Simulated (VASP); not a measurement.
Mg (hcp) relaxed at rising pressure, in one space group throughout; other phases were not tried. The pressures are those reached. These are PBE GGA, VASP's PBE PAW potentials (set 64) (plane waves; VASP 6.6.1) values and carry that method's errors.

| P (GPa) | V (Å³/atom) | k-mesh |
|---|---|---|
| -0.03 | 22.886 | 13×13×7 |
| 5.01 | 20.490 | 14×14×7 |
| 9.99 | 18.949 | 14×14×8 |
| 19.97 | 16.925 | 14×14×8 |
| 30.09 | 15.562 | 15×15×8 |

A change of mesh leaves a small step in the series.

Task: Fit an equation of state and predict the volume at 44.97 GPa.

Result: Least squares on the third-order Birch-Murnaghan form, P = (3B0/2)(y⁷ − y⁵)[1 + (3/4)(B′ − 4)(y² − 1)] with y = (V0/V)^(1/3), gives V0 = 22.866 Å³/atom, B0 = 37 GPa and B′ = 3.9, and so 14.168 Å³/atom. The run gave 14.167 Å³/atom, -0.0 % from the fit.

Pressures at which the relaxation failed are left out.

The compound is Mg in the hcp structure.
